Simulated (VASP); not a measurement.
Output of a VASP run:

**OSZICAR**
```
       N       E                     dE             d eps       ncg     rms          rms(c)
DAV:   1     0.581534240425E+01    0.58153E+01   -0.41461E+03   560   0.886E+02
DAV:   2    -0.165775804367E+02   -0.22393E+02   -0.21008E+02   896   0.105E+02
DAV:   3    -0.169179698431E+02   -0.34039E+00   -0.34039E+00   600   0.163E+01
DAV:   4    -0.169192362986E+02   -0.12665E-02   -0.12665E-02   912   0.106E+00
DAV:   5    -0.169192367773E+02   -0.47865E-06   -0.47865E-06   616   0.143E-02    0.884E+00
DAV:   6    -0.151185172941E+02    0.18007E+01   -0.76105E+00   600   0.157E+01    0.390E+00
DAV:   7    -0.150637268173E+02    0.54790E-01   -0.34723E-01   880   0.418E+00    0.179E+00
DAV:   8    -0.150559793738E+02    0.77474E-02   -0.18765E-02   568   0.125E+00    0.164E-01
DAV:   9    -0.150562718185E+02   -0.29244E-03   -0.78283E-04   888   0.243E-01    0.104E-01
DAV:  10    -0.150563815116E+02   -0.10969E-03   -0.20616E-04   744   0.114E-01    0.219E-02
DAV:  11    -0.150563823803E+02   -0.86870E-06   -0.41127E-05   688   0.396E-02    0.553E-03
DAV:  12    -0.150563825246E+02   -0.14431E-06   -0.16426E-06   528   0.988E-03
   1 F= -.15056383E+02 E0= -.15056383E+02  d E =-.150564E+02
       N       E                     dE             d eps       ncg     rms          rms(c)
DAV:   1    -0.150635668070E+02   -0.71844E-02   -0.34565E-01   592   0.506E+00    0.644E-01
DAV:   2    -0.150575674638E+02    0.59993E-02   -0.15869E-02   704   0.819E-01    0.318E-01
DAV:   3    -0.150563180592E+02    0.12494E-02   -0.18816E-03   688   0.307E-01    0.876E-02
DAV:   4    -0.150560877852E+02    0.23027E-03   -0.30712E-04   592   0.107E-01    0.382E-02
DAV:   5    -0.150560816894E+02    0.60957E-05   -0.75975E-06   832   0.234E-02    0.207E-02
DAV:   6    -0.150560803889E+02    0.13006E-05   -0.65348E-07   344   0.699E-03    0.402E-03
DAV:   7    -0.150560806573E+02   -0.26843E-06   -0.15630E-07   304   0.291E-03
   2 F= -.15056081E+02 E0= -.15056081E+02  d E =0.301867E-03
       N       E                     dE             d eps       ncg     rms          rms(c)
DAV:   1    -0.150626188158E+02   -0.65384E-02   -0.92002E-02   592   0.264E+00    0.332E-01
DAV:   2    -0.150610558438E+02    0.15630E-02   -0.40606E-03   680   0.417E-01    0.163E-01
DAV:   3    -0.150607311414E+02    0.32470E-03   -0.51689E-04   704   0.161E-01    0.433E-02
DAV:   4    -0.150606771142E+02    0.54027E-04   -0.79861E-05   608   0.546E-02    0.205E-02
DAV:   5    -0.150606772674E+02   -0.15320E-06   -0.21073E-06   712   0.121E-02
   3 F= -.15060677E+02 E0= -.15060677E+02  d E =-.429474E-02
```

File OUTCAR:
```
------------------------ aborting loop because EDIFF is reached ----------------------------------------
  FORCE on cell =-STRESS in cart. coord.  units (eV):
  Direction    XX          YY          ZZ          XY          YZ          ZX
  --------------------------------------------------------------------------------------
  Total        0.0004642      0.0004642      0.0004642     -0.0000000      0.0000000     -0.0000000
  in kB        0.0354167      0.0354167      0.0354167     -0.0000000      0.0000000     -0.0000000
  external PRESSURE =       0.0354167 kB  Pullay stress =       0.0000000 kB
  volume of cell :       21.00
      direct lattice vectors                 reciprocal lattice vectors
    -0.000000000  2.189725285  2.189725285    -0.228339145  0.228339145  0.228339145
     2.189725285 -0.000000000  2.189725285     0.228339145 -0.228339145  0.228339145
     2.189725285  2.189725285  0.000000000     0.228339145  0.228339145 -0.228339145
  FREE ENERGIE OF THE ION-ELECTRON SYSTEM (eV)
  ---------------------------------------------------
  free  energy   TOTEN  =       -15.0606772674 eV

  energy  without entropy=      -15.0606772674  energy(sigma->0) =      -15.06067727

 reached required accuracy - stopping structural energy minimisation
```
(Selected blocks of OUTCAR.)

POSCAR:
```
SiC
1
    0.0000000000     2.1769950000     2.1769950000
    2.1769950000     0.0000000000     2.1769950000
    2.1769950000     2.1769950000     0.0000000000
Si C
1 1
Direct
  0.2500000000   0.2500000000   0.2500000000
  0.0000000000   0.0000000000   0.0000000000
```

Reconstruct the remaining input files.

This is not unique; one that fits is the input of the run itself, PBE GGA, plane waves, VASP's PBE PAW potentials (set 64).

INCAR:
```
IBRION  =  2
EDIFFG  =  -0.01
ENCUT  =  500
LWAVE  =  .FALSE.
ISMEAR  =  0   # Gaussian
NSW  =  60   # most ionic steps
PREC  =  Accurate
ALGO  =  Normal
LCHARG  =  .FALSE.
ISIF  =  3   # ions, shape and volume
LASPH  =  .TRUE.
SIGMA  =  0.05
GGA  =  PE   # PBE
LREAL  =  .FALSE.
SYSTEM  =  SiC
EDIFF  =  1E-6
NELM  =  100   # most electronic steps
```

KPOINTS:
```
Regular mesh
0
Gamma
 9 9 9
0 0 0
```

POTCAR, in this order: Si C (PBE.64 set). Program: vasp_std.

The structure comes from a computed database's SiC entry (F-43m); how it stands against other phases isn't given here. This run relaxes it. Symmetry was kept, so distortions that lower it aren't found.
